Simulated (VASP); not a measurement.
All values below come from PBE GGA, VASP's PBE PAW potentials (set 64) (plane waves; VASP 6.6.1).

Input for VASP

File POSCAR:
```
Co
1
    1.2679730000    -2.1792760000     0.0000000000
    1.2679730000     2.1792760000     0.0000000000
    0.0000000000     0.0000000000     3.9993650000
Co
2
Direct
  0.3333330000   0.6666670000   0.2500000000
  0.6940680000   0.3607340000   0.7500000000
```

File KPOINTS:
```
Automatic mesh
0
Gamma
15 15 8
0 0 0
```

### INCAR
```
SYSTEM = Co
PREC = Accurate
ENCUT = 400
EDIFF = 1E-6
NELM = 100
ALGO = Normal
LREAL = .FALSE.
LASPH = .TRUE.
ISMEAR = 2
SIGMA = 0.02
GGA = PE
LMAXMIX = 4
ISPIN = 2
MAGMOM = 1.8 1.8
LORBIT = 10
LWAVE = .FALSE.
LCHARG = .FALSE.
ISIF = 2
```

POTCAR, in this order: Co (PBE.64 set). Program: vasp_std.

The run wrote:

### OUTCAR
```
 ion  position               nearest neighbor table
   1  0.333  0.667  0.250-   2 2.44   2 2.44   2 2.47   2 2.47   2 2.51   2 2.51
   2  0.694  0.361  0.750-   1 2.44   1 2.44   1 2.47   1 2.47   1 2.51   1 2.51
  LATTYP: Found a base centered orthorhombic cell.
 ALAT       =     2.5359460000
 B/A-ratio  =     1.7187085214
 C/A-ratio  =     1.5770702531
 Subroutine PRICEL returns:
 Original cell was already a primitive cell.
 Subroutine GETGRP returns: Found  4 space group operations
The static configuration has the point symmetry C_1 .
 The point group associated with its full space group is C_2h.
The dynamic configuration has the point symmetry C_1 .
The overall configuration has the point symmetry C_1 .
 Subroutine INISYM returns: Found  4 space group operations
 Subroutine IBZKPT returns following result:
 Found    565 irreducible k-points:

 Following reciprocal coordinates:
            Coordinates               Weight
  0.000000  0.000000  0.000000      1.000000
  0.066667  0.000000  0.000000      2.000000
  0.000000  0.066667  0.000000      2.000000
  0.133333  0.000000  0.000000      2.000000
  0.000000  0.133333  0.000000      2.000000
  0.200000  0.000000  0.000000      2.000000
  0.000000  0.200000  0.000000      2.000000
  0.266667  0.000000  0.000000      2.000000
  0.000000  0.266667  0.000000      2.000000
  0.333333  0.000000  0.000000      2.000000
  0.000000  0.333333  0.000000      2.000000
  0.400000  0.000000  0.000000      2.000000
  0.000000  0.400000  0.000000      2.000000
  0.466667  0.000000  0.000000      2.000000
  0.000000  0.466667  0.000000      2.000000
  0.066667  0.066667  0.000000      2.000000
  0.133333  0.066667  0.000000      2.000000
  0.066667  0.133333  0.000000      2.000000
  0.200000  0.066667  0.000000      2.000000
  0.066667  0.200000  0.000000      2.000000
  0.266667  0.066667  0.000000      2.000000
  0.066667  0.266667  0.000000      2.000000
  0.333333  0.066667  0.000000      2.000000
  0.066667  0.333333  0.000000      2.000000
  0.400000  0.066667  0.000000      2.000000
  0.066667  0.400000  0.000000      2.000000
  0.466667  0.066667  0.000000      2.000000
  0.066667  0.466667  0.000000      2.000000
 -0.466667  0.066667  0.000000      2.000000
  0.066667 -0.466667  0.000000      2.000000
 -0.400000  0.066667  0.000000      2.000000
  0.066667 -0.400000  0.000000      2.000000
 -0.333333  0.066667  0.000000      2.000000
  0.066667 -0.333333  0.000000      2.000000
 -0.266667  0.066667  0.000000      2.000000
  0.066667 -0.266667  0.000000      2.000000
 -0.200000  0.066667  0.000000      2.000000
  0.066667 -0.200000  0.000000      2.000000
 -0.133333  0.066667  0.000000      2.000000
  0.066667 -0.133333  0.000000      2.000000
   k-points           NKPTS =    565   k-points in BZ     NKDIM =    565   number of bands    NBANDS=     15
   number of dos      NEDOS =    301   number of ions     NIONS =      2
   total plane-waves  NPLWV =   7168
   dimension x,y,z NGX =    16 NGY =   16 NGZ =   28
   dimension x,y,z NGXF=    32 NGYF=   32 NGZF=   56
   ions per type =               2
   PREC   = accura    normal or accurate (medium, high low for compatibility)
   ISTART =      0    job   : 0-new  1-cont  2-samecut
   ICHARG =      2    charge: 1-file 2-atom 10-const
   ISPIN  =      2    spin polarized calculation?
   LNONCOLLINEAR =      F non collinear calculations
   LSORBIT =      F    spin-orbit coupling
   INIWAV =      1    electr: 0-lowe 1-rand  2-diag
   ENCUT  =  400.0 eV  29.40 Ry    5.42 a.u.   4.11  4.11  6.52*2*pi/ulx,y,z
   NELM   =    100;   NELMIN=  2; NELMDL= -5     # of ELM steps
...
```

OSZICAR:
```
       N       E                     dE             d eps       ncg     rms          rms(c)
DAV:   1     0.697593441017E+02    0.69759E+02   -0.70449E+03 34700   0.131E+03
DAV:   2    -0.143227829783E+02   -0.84082E+02   -0.77757E+02 33970   0.237E+02
DAV:   3    -0.161285628871E+02   -0.18058E+01   -0.17637E+01 40991   0.487E+01
DAV:   4    -0.161574567081E+02   -0.28894E-01   -0.28888E-01 48022   0.464E+00
DAV:   5    -0.161576638894E+02   -0.20718E-03   -0.20718E-03 41692   0.374E-01    0.146E+01
DAV:   6    -0.145213292238E+02    0.16363E+01   -0.13937E+01 36196   0.752E+01    0.714E+00
DAV:   7    -0.140905661207E+02    0.43076E+00   -0.19519E+00 37393   0.273E+01    0.380E+00
DAV:   8    -0.140727740877E+02    0.17792E-01   -0.19666E-02 46388   0.163E+00    0.177E+00
DAV:   9    -0.140575456664E+02    0.15228E-01   -0.60287E-03 47814   0.137E+00    0.516E-01
DAV:  10    -0.140575748436E+02   -0.29177E-04   -0.11784E-03 45748   0.479E-01    0.110E-01
DAV:  11    -0.140574700895E+02    0.10475E-03   -0.71049E-05 47028   0.114E-01    0.293E-02
DAV:  12    -0.140574695860E+02    0.50346E-06   -0.48547E-06 37512   0.278E-02
   1 F= -.14057470E+02 E0= -.14057463E+02  d E =-.246320E-04  mag=     3.2631
```

**OUTCAR**
```
------------------------ aborting loop because EDIFF is reached ----------------------------------------
  FORCE on cell =-STRESS in cart. coord.  units (eV):
  Direction    XX          YY          ZZ          XY          YZ          ZX
  --------------------------------------------------------------------------------------
  Total       -0.9851651     -0.7513048     -0.0816074     -0.1500527      0.0000000      0.0000000
  in kB      -71.4128441    -54.4607314     -5.9155744    -10.8770510      0.0000000      0.0000000
  external PRESSURE =     -43.9297167 kB  Pullay stress =       0.0000000 kB
  volume of cell :       22.10
      direct lattice vectors                 reciprocal lattice vectors
     1.267973000 -2.179276000  0.000000000     0.394330163 -0.229433996  0.000000000
     1.267973000  2.179276000  0.000000000     0.394330163  0.229433996  0.000000000
     0.000000000  0.000000000  3.999365000     0.000000000  0.000000000  0.250039694
 POSITION                                       TOTAL-FORCE (eV/Angst)
 -----------------------------------------------------------------------------------
      1.26797      0.72643      0.99984         0.181001      0.017388      0.000000
      1.33746     -0.72643      2.99952        -0.181001     -0.017388      0.000000
 -----------------------------------------------------------------------------------
    total drift:                                0.000014      0.000007      0.000000
  FREE ENERGIE OF THE ION-ELECTRON SYSTEM (eV)
  ---------------------------------------------------
  free  energy   TOTEN  =       -14.0574695860 eV

  energy  without entropy=      -14.0574449540  energy(sigma->0) =      -14.05746343

 total charge

# of ion       s       p       d       tot
------------------------------------------
    1        0.482   0.506   7.248   8.237
    2        0.482   0.506   7.248   8.237
--------------------------------------------------
tot          0.965   1.012  14.497  16.473

 magnetization (x)

# of ion       s       p       d       tot
------------------------------------------
    1       -0.014  -0.054   1.723   1.655
    2       -0.014  -0.054   1.723   1.655
--------------------------------------------------
tot         -0.029  -0.107   3.446   3.310
```
(Selected blocks of OUTCAR.)

**OUTCAR**
```
 val. band max:        9.9872956358   @ k =   0.0000   0.2000  -0.3750

 cond. band min:       9.9875703778   @ k =   0.4000   0.0667   0.3750


 Fermi energy:         9.9874139825

 spin component 1

 k-point     1 :       0.0000    0.0000    0.0000
  band No.  band energies     occupation
      1       1.1982      1.00000
      2       4.9701      1.00000
      3       7.3786      1.00000
      4       7.4575      1.00000
      5       7.4715      1.00000
      6       7.7173      1.00000
      7       7.7912      1.00000
      8       7.9027      1.00000
      9       8.1065      1.00000
     10       9.0299      1.00000
     11       9.2557      1.00000
     12      10.1728      0.00000
     13      16.4955      0.00000
     14      31.5018      0.00000
     15      33.6400      0.00000

 k-point     2 :       0.0667    0.0000    0.0000
  band No.  band energies     occupation
      1       1.3494      1.00000
      2       5.0593      1.00000
      3       7.2297      1.00000
      4       7.5226      1.00000
      5       7.5754      1.00000
      6       7.7591      1.00000
      7       7.8048      1.00000
      8       7.8378      1.00000
      9       8.0537      1.00000
     10       8.6808      1.00000
     11       9.0854      1.00000
     12      10.8946      0.00000
     13      16.5234      0.00000
     14      30.0894      0.00000
     15      32.2238      0.00000

 k-point     3 :       0.0000    0.0667    0.0000
  band No.  band energies     occupation
      1       1.3490      1.00000
      2       5.0551      1.00000
      3       7.2615      1.00000
      4       7.4819      1.00000
      5       7.6084      1.00000
      6       7.6939      1.00000
      7       7.8502      1.00000
      8       7.8610      1.00000
      9       8.0218      1.00000
     10       8.5656      1.00000
     11       9.2624      1.00000
     12      10.8405      0.00000
     13      16.5223      0.00000
...
```

The compound is Co in the hcp structure. The cell was not relaxed at this level, atoms are displaced from their ideal sites. The run is one of a series of settings (ISMEAR = 2, SIGMA = 0.02 against the base run), some of them coarse on purpose.
